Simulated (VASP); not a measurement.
Data:

```
AlNi
1.0
    1.34895     0.77882     3.86234
   -1.34895     0.77882     3.86234
    0.00000    -1.55763     3.86234
Al Ni
1 1
Direct
  0.00000   0.00000   0.00000
  0.50000   0.50000   0.50000
```

These are PBEsol GGA, VASP's PBE PAW potentials (set 64) (plane waves; VASP) values and carry that method's errors. Run with 400 eV cut-off, 18×18×18 Γ-centred mesh, tetrahedra with Blöchl corrections, potentials Al Ni.

Task: Estimate the energy per atom (σ→0), band gap (on the k-mesh) with the smallest direct gap where there is one.

Result: 
```
Quantity                                                    Result
------------------------  ----------------------------------------
band gap (on the k-mesh)  none (metal, semimetal or under 0.01 eV)
energy per atom (σ→0)                               -5.531 eV/atom
```

The structure was generated: AlNi was put into the CuPt type (R-3m), which need not be its known phase. It was relaxed first, which changed the volume by -8 %. The run is not spin-polarised, so no magnetic state was tried. The electron count is odd and the run is not spin-polarised, which forces a metal.
